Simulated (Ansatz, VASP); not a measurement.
# Cs (ladder Cs chain): VASP beside Ansatz, part 2 of 2

One calculation is typed for both programs; each brings its own data sets. How far apart do they land? The structure shown is the start of the Ansatz relaxation below; VASP solves that cell, so the two are compared at the walk's first step.

VASP 6.6.1 and Ansatz 0.2.0.

So far. Step 4 (Differences): The forces differ by 0.4 meV/Å r.m.s., which is 0.4 % of the r.m.s. force of 0.124 eV/Å (both taken over all components).

## Step 6: VASP: single point, PBEsol, start cell

Level of this step: PBEsol, zero-moment start; plane waves and PAW (Cs_sv) (VASP).

The same cell, functional, mesh and smearing now go to VASP, with its own data sets.

File INCAR:

```
SYSTEM = Cs
PREC = Accurate
ENCUT = 400
EDIFF = 1E-06
NELM = 200
ISMEAR = -1
SIGMA = 0.05
LREAL = .FALSE.
ALGO = Normal
GGA = PS
NBANDS = 16
ISPIN = 2
MAGMOM = -0 -0
LORBIT = 11
LWAVE = .FALSE.
LCHARG = .FALSE.
ISIF = 2
LASPH = .TRUE.
GGA_COMPAT = .FALSE.
KPAR = 2
```

File POSCAR:

```
Cs
1.0
   13.5000000000      0.0000000000      0.0000000000
    0.0000000000     12.0000000000      0.0000000000
    0.0000000000      0.0000000000      4.7750800000
Cs
2
Direct
    0.3489007407      0.5000000000      0.0000000000
    0.6510992593      0.5000000000      0.5000000000
```

File KPOINTS:

```
Automatic mesh
0
Gamma
1 1 17
0 0 0
```

Potentials, in the order of the species: Cs_sv (PBE family, release 64).

Command:

```sh
$ mpirun -np 2 vasp_std
```

Numbers of over 12 decimals in the logs are rounded to 6 here.

The log of the run:

```text
[banner, memory and clock lines left out]
running    2 mpi-ranks, on    1 nodes
[...]
|                                                                             |
|               ----> ADVICE to this user running VASP <----                  |
|                                                                             |
|     You enforced a specific xc type in the INCAR file but a different       |
|     [... a line on the potential file left out ...]
|     I HOPE YOU KNOW WHAT YOU ARE DOING!                                     |
|                                                                             |

 LDA part: xc-table for (Slater+PW92), standard interpolation
 POSCAR, INCAR and KPOINTS ok, starting setup
[...]
entering main loop
       N       E                     dE             d eps       ncg     rms          rms(c)
DAV:   1     0.122590305634E+03    0.12259E+03   -0.46211E+03   704   0.558E+02
DAV:   2     0.214974920452E+02   -0.10109E+03   -0.98204E+02   904   0.118E+02
DAV:   3    -0.263694347562E+00   -0.21761E+02   -0.21674E+02   736   0.560E+01
DAV:   4    -0.123993426883E+01   -0.97624E+00   -0.97612E+00   792   0.136E+01
[...]
DAV:  18    -0.115690203119E+01   -0.13088E-05   -0.29908E-06   552   0.701E-03    0.150E-03
DAV:  19    -0.115690450674E+01   -0.24756E-05   -0.37275E-06   472   0.723E-03    0.455E-04
DAV:  20    -0.115690483054E+01   -0.32379E-06   -0.23205E-06   456   0.688E-03
   1 F= -.11569048E+01 E0= -.11473289E+01  d E =-.191518E-01  mag=     0.0000
```

OUTCAR, selected parts (step 6):

```text
  Total        0.6760242     -0.1281551      0.8668737      0.0000000      0.0000000      0.0000000
  in kB        1.4001583     -0.2654305      1.7954394      0.0000000      0.0000000      0.0000000
  external PRESSURE =       0.9767224 kB  Pullay stress =       0.0000000 kB

 POSITION                                       TOTAL-FORCE (eV/Angst)
 -----------------------------------------------------------------------------------
      4.71016      6.00000      0.00000        -0.175057      0.000000      0.000000
      8.78984      6.00000      2.38754         0.175057      0.000000      0.000000
 -----------------------------------------------------------------------------------
    total drift:                                0.000000     -0.000000      0.000000

  FREE ENERGIE OF THE ION-ELECTRON SYSTEM (eV)
  ---------------------------------------------------
  free  energy   TOTEN  =        -1.1569048305 eV

  energy  without entropy=       -1.1377530306  energy(sigma->0) =       -1.14732893

 magnetization (x)
# of ion       s       p       d       tot
------------------------------------------
    1       -0.000   0.000  -0.000   0.000
    2       -0.000   0.000  -0.000   0.000
--------------------------------------------------
tot         -0.000   0.000  -0.000   0.000

[... 1 part as in an earlier step ...]

[... 2 further parts left out ...]
[key lines of the parts left out:]
E-fermi :  -1.1518
```

## Step 7: Differences

What differs besides the data sets and the points named for the pairs above, as far as they apply: Ansatz makes its cores anew for this functional, VASP keeps those of its PBE data sets. Total energies have different zeros and are not compared.

Forces (eV/Å; atoms numbered as in POSCAR):

```
atom        Ansatz x, y, z          VASP x, y, z
 Cs1  -0.174, 0.000, 0.000  -0.175, 0.000, 0.000
 Cs2   0.174, 0.000, 0.000   0.175, 0.000, 0.000
```

The forces differ by 0.4 meV/Å r.m.s., which is 0.4 % of the r.m.s. force of 0.101 eV/Å (both taken over all components). Moments aren't recorded for both runs of this pair, so they may hold unlike magnetic states.

## Step 8: Ansatz: relaxation, PBE

The two programs are compared at the cell with which this relaxation starts, whose forces are those of its first step.

The structure compared here is the start of the Ansatz relaxation; VASP solves that cell, so the two are compared at the walk's first step.

File input.yaml:

```yaml
crystal:
  lattice:
    - [13.5, 0.0, 0.0]
    - [0.0, 12.0, 0.0]
    - [0.0, 0.0, 4.77508]
  atoms:
    - { symbol: Cs, position: [0.348900741, 0.5, 0.0], spin: 0.5 }
    - { symbol: Cs, position: [0.651099259, 0.5, 0.5], spin: 0.5 }
magnetization:
  spin_polarized: true
kpoints:
  mp_grid: { grid: [1, 1, 17] }
scf:
  occupations: { method: fermi_dirac, width: 0.05 }
hamiltonian:
  xc: pbe
relax:
  cell: { fix: [a, b, alpha, beta, gamma] }
  max_steps: 60
```

Command:

```sh
$ ansatz run input.yaml --threads 4 --pin off --max-ram 16384MiB --backend cpu --events-out ev --progress --plain --runs-dir out
```

The log of the run:

```text
[...]
Crystal: 2 atoms, lattice volume = 773.563 Å³
Basis set: ecut = 420 eV, 15015 PW (Γ), exchange–correlation on 192×162×64 points (8 copies of the dense FFT grid, shifted against one another)
Bands: 14, of which v1, the nominal top of the filled ones, is band 9 counted from 1 (8 counted from 0)
Symmetry: 8 space group operations
[...]
-0.000000      -0.024308       0.000000
       -0.000000       0.000000       0.004512
  P = ⅓ Tr σ = -0.0148 GPa (-0.148 kbar)
--- Relaxed structure (7 steps of the walk, 7 accepted, 1 SCFs on fresh bases) ---
[...]
cell:  # Å, volume = 836.4351 Å³
    - [13.5, 0, 0]
    - [0, 12.0, 0]
    - [0, 0, 5.163180]
  atoms:
    - { symbol: Cs, position: [0.323509, 0.5, 0] }
    - { symbol: Cs, position: [0.676491, 0.5, 0.5] }
[key lines of the parts left out:]
SCF converged after 6 iterations
Magnetization: -0.0000 μB (9.0000 up, 9.0000 down)
Free energy (F): -11340.948232 eV
Fermi energy:    -0.735815 eV
```

## Step 9: VASP: single point, PBE, start cell, pair 3

The same cell, functional, mesh and smearing now go to VASP, with its own data sets.

INCAR, as its differences from that of step 6:

```diff
@@ -9,3 +9,3 @@
 ALGO = Normal
-GGA = PS
+GGA = PE
 NBANDS = 16
```

POSCAR is that of step 6.

KPOINTS is that of step 6.

Command:

```sh
$ mpirun -np 2 vasp_std
```

The log of the run:

```text
[... set-up lines as in an earlier step ...]
 entering main loop
       N       E                     dE             d eps       ncg     rms          rms(c)
DAV:   1     0.122468313441E+03    0.12247E+03   -0.46166E+03   704   0.558E+02
DAV:   2     0.215547797787E+02   -0.10091E+03   -0.98006E+02   904   0.118E+02
DAV:   3    -0.120407745561E+00   -0.21675E+02   -0.21591E+02   744   0.557E+01
DAV:   4    -0.108815416970E+01   -0.96775E+00   -0.96762E+00   800   0.135E+01
[...]
DAV:  20    -0.102114837569E+01    0.30455E-05   -0.23584E-05   448   0.201E-02    0.294E-04
DAV:  21    -0.102114654022E+01    0.18355E-05   -0.78117E-06   464   0.111E-02    0.239E-04
DAV:  22    -0.102114659803E+01   -0.57814E-07   -0.35965E-06   456   0.683E-03
   1 F= -.10211466E+01 E0= -.10114869E+01  d E =-.193195E-01  mag=    -0.0000
```

Parts of OUTCAR (step 9):

```text
  Total        0.8385041     -0.1370059      1.1464994      0.0000000      0.0000000      0.0000000
  in kB        1.7366811     -0.2837619      2.3745907      0.0000000      0.0000000      0.0000000
  external PRESSURE =       1.2758366 kB  Pullay stress =       0.0000000 kB

 POSITION                                       TOTAL-FORCE (eV/Angst)
 -----------------------------------------------------------------------------------
      4.71016      6.00000      0.00000        -0.214207      0.000000      0.000000
      8.78984      6.00000      2.38754         0.214207      0.000000      0.000000
 -----------------------------------------------------------------------------------
    total drift:                                0.000000     -0.000000      0.000000

  FREE ENERGIE OF THE ION-ELECTRON SYSTEM (eV)
  ---------------------------------------------------
  free  energy   TOTEN  =        -1.0211465980 eV

  energy  without entropy=       -1.0018271190  energy(sigma->0) =       -1.01148686

 magnetization (x)
# of ion       s       p       d       tot
------------------------------------------
    1        0.000  -0.000  -0.000  -0.000
    2        0.000  -0.000  -0.000  -0.000
--------------------------------------------------
tot          0.000  -0.000  -0.000  -0.000

[... 2 parts as in an earlier step ...]

[... 1 further part left out ...]
[key lines of the parts left out:]
E-fermi :  -1.1288
```

## Step 10: Comparison

Forces (eV/Å; atoms numbered as in POSCAR):

```
atom        Ansatz x, y, z          VASP x, y, z
 Cs1  -0.214, 0.000, 0.000  -0.214, 0.000, 0.000
 Cs2   0.214, 0.000, 0.000   0.214, 0.000, 0.000
```

The forces differ by 0.4 meV/Å r.m.s., which is 0.3 % of the r.m.s. force of 0.124 eV/Å (both taken over all components). Moments aren't recorded for both runs of this pair, so they may hold unlike magnetic states.

## Step 11: Summary of results

```json
{"r.m.s. force difference (single point, PBE, start cell, pair 1)": "0.44 meV/Å", "r.m.s. force difference (single point, PBEsol, start cell)": "0.44 meV/Å", "r.m.s. force difference (single point, PBE, start cell, pair 3)": "0.39 meV/Å"}
```

In words: The r.m.s. force difference is 0.44 meV/Å (single point, PBE, start cell, pair 1), within the 12 meV/Å picked in this series as the mark of a large difference. Pairs 1 and 3 hold one cell, so they aren't independent. 5 further pairs of this series are not shown here. How closely two codes agree says nothing of how well the functional describes the real material.

[Lines on the potential files, build, host, timing and source positions are cut from VASP's logs without a mark.]

[Logs are printed without paths, hosts, clocks, repeated set-up lines and the standing remarks that a program may print on its own settings, such as how far it seeks lower states.]

[Hosts, paths, dates, database ids (printed as entryN), source tags and the programs' standing remarks are cut or masked in the printed files.]
